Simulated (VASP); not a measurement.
Calculation: PBE GGA, VASP's PBE PAW potentials (set 64) (plane waves; VASP).

VASP ran on this input.

**POSCAR**
```
CoSi2
1
    0.0000000000     2.6767945496     2.6767945496
    2.6767945496    -0.0000000000     2.6767945496
    2.6767945496     2.6767945496    -0.0000000000
Co Si
1 2
Direct
  0.0000000000   0.0000000000   0.0000000000
  0.2500000000   0.2500000000   0.2500000000
  0.7500000000   0.7500000000   0.7500000000
```

INCAR:
```
ALGO = Normal
EDIFF = 1E-6
EDIFFG = -0.02
ENCUT = 400
GGA = PE
IBRION = 2
ISIF = 3
ISMEAR = 1
LASPH = T
LCHARG = F
LMAXMIX = 4
LREAL = F
LWAVE = F
NELM = 100
NSW = 60
PREC = Accurate
SIGMA = 0.1
SYSTEM = CoSi2
```

**KPOINTS**
```
Automatic mesh
0
Gamma
9 9 9
0 0 0
```

POTCAR, in this order: Co Si (PBE.64 set). Program: vasp_std.

The resulting files:

**OSZICAR**
```
       N       E                     dE             d eps       ncg     rms          rms(c)
DAV:   1     0.602320850970E+02    0.60232E+02   -0.60858E+03   856   0.110E+03
DAV:   2    -0.168805612332E+02   -0.77113E+02   -0.70112E+02   848   0.231E+02
DAV:   3    -0.206046574421E+02   -0.37241E+01   -0.35703E+01  1084   0.577E+01
DAV:   4    -0.206965050482E+02   -0.91848E-01   -0.91613E-01   968   0.889E+00
DAV:   5    -0.206992362444E+02   -0.27312E-02   -0.27303E-02  1160   0.159E+00    0.144E+01
DAV:   6    -0.243286243732E+02   -0.36294E+01   -0.41330E+01  1088   0.137E+02    0.179E+01
DAV:   7    -0.192964368805E+02    0.50322E+01   -0.17208E+01  1108   0.107E+02    0.347E+00
DAV:   8    -0.193251292967E+02   -0.28692E-01   -0.10746E+00  1012   0.874E+00    0.191E+00
DAV:   9    -0.192897272401E+02    0.35402E-01   -0.11038E-01  1096   0.701E+00    0.448E-01
DAV:  10    -0.192897573448E+02   -0.30105E-04   -0.58813E-03  1024   0.830E-01    0.590E-02
DAV:  11    -0.192897404447E+02    0.16900E-04   -0.29523E-04  1252   0.282E-01    0.376E-02
DAV:  12    -0.192897628750E+02   -0.22430E-04   -0.46721E-05   912   0.652E-02    0.237E-02
DAV:  13    -0.192897629804E+02   -0.10537E-06   -0.26541E-06  1044   0.144E-02
   1 F= -.19289763E+02 E0= -.19289586E+02  d E =-.192898E+02
       N       E                     dE             d eps       ncg     rms          rms(c)
DAV:   1    -0.192942702272E+02   -0.45074E-02   -0.51813E-02   956   0.460E+00    0.628E-01
DAV:   2    -0.193084434645E+02   -0.14173E-01   -0.14516E-01  1144   0.828E+00    0.113E+00
DAV:   3    -0.192898373402E+02    0.18606E-01   -0.74695E-02  1128   0.595E+00    0.117E-01
DAV:   4    -0.192897429128E+02    0.94427E-04   -0.11405E-03   876   0.320E-01    0.366E-02
DAV:   5    -0.192897313153E+02    0.11598E-04   -0.53586E-05  1256   0.130E-01    0.127E-02
DAV:   6    -0.192897305109E+02    0.80437E-06   -0.35093E-06   796   0.228E-02
   2 F= -.19289731E+02 E0= -.19289565E+02  d E =0.324695E-04
       N       E                     dE             d eps       ncg     rms          rms(c)
DAV:   1    -0.192912261659E+02   -0.14949E-02   -0.15527E-02   952   0.252E+00    0.346E-01
DAV:   2    -0.192955125597E+02   -0.42864E-02   -0.43760E-02  1112   0.454E+00    0.616E-01
DAV:   3    -0.192898917080E+02    0.56209E-02   -0.22513E-02  1108   0.332E+00    0.602E-02
DAV:   4    -0.192898729460E+02    0.18762E-04   -0.38464E-04   860   0.161E-01    0.236E-02
DAV:   5    -0.192898668458E+02    0.61003E-05   -0.20412E-05  1196   0.877E-02    0.786E-03
DAV:   6    -0.192898665885E+02    0.25723E-06   -0.13692E-06   508   0.152E-02
   3 F= -.19289867E+02 E0= -.19289695E+02  d E =-.103608E-03
```

**OUTCAR**
```
------------------------ aborting loop because EDIFF is reached ----------------------------------------
  FORCE on cell =-STRESS in cart. coord.  units (eV):
  Direction    XX          YY          ZZ          XY          YZ          ZX
  --------------------------------------------------------------------------------------
  Total        0.0050034      0.0050034      0.0050034      0.0000000      0.0000000     -0.0000000
  in kB        0.2085315      0.2085315      0.2085315      0.0000000      0.0000000     -0.0000000
  external PRESSURE =       0.2085315 kB  Pullay stress =       0.0000000 kB
  volume of cell :       38.44
      direct lattice vectors                 reciprocal lattice vectors
    -0.000000000  2.678697042  2.678697042    -0.186657913  0.186657913  0.186657913
     2.678697042  0.000000000  2.678697042     0.186657913 -0.186657913  0.186657913
     2.678697042  2.678697042 -0.000000000     0.186657913  0.186657913 -0.186657913
 POSITION                                       TOTAL-FORCE (eV/Angst)
 -----------------------------------------------------------------------------------
      0.00000      0.00000      0.00000        -0.000000     -0.000000     -0.000000
      1.33935      1.33935      1.33935        -0.000000     -0.000000      0.000000
      4.01805      4.01805      4.01805         0.000000      0.000000     -0.000000
 -----------------------------------------------------------------------------------
    total drift:                               -0.000000     -0.000000      0.000000
  FREE ENERGIE OF THE ION-ELECTRON SYSTEM (eV)
  ---------------------------------------------------
  free  energy   TOTEN  =       -19.2898665885 eV

  energy  without entropy=      -19.2893509323  energy(sigma->0) =      -19.28969470

 reached required accuracy - stopping structural energy minimisation
```
(Selected blocks of OUTCAR.)

File CONTCAR:
```
CoSi2
   1.00000000000000
    -0.0000000000000000    2.6786970421390524    2.6786970421390524
     2.6786970421390524    0.0000000000000000    2.6786970421390524
     2.6786970421390524    2.6786970421390524   -0.0000000000000000
  Co              Si
     1     2
Direct
     0.0000000000000000    0.0000000000000000    0.0000000000000000
     0.2500000000000000    0.2500000000000000    0.2500000000000000
     0.7500000000000000    0.7500000000000000    0.7500000000000000
```

The compound is CoSi2 in the fluorite structure. This run relaxes it. Symmetry was kept, so distortions that lower it aren't found. The start is the result of an earlier pass. The run is not spin-polarised, so no magnetic state was tried. The electron count is odd and the run is not spin-polarised, which forces a metal.
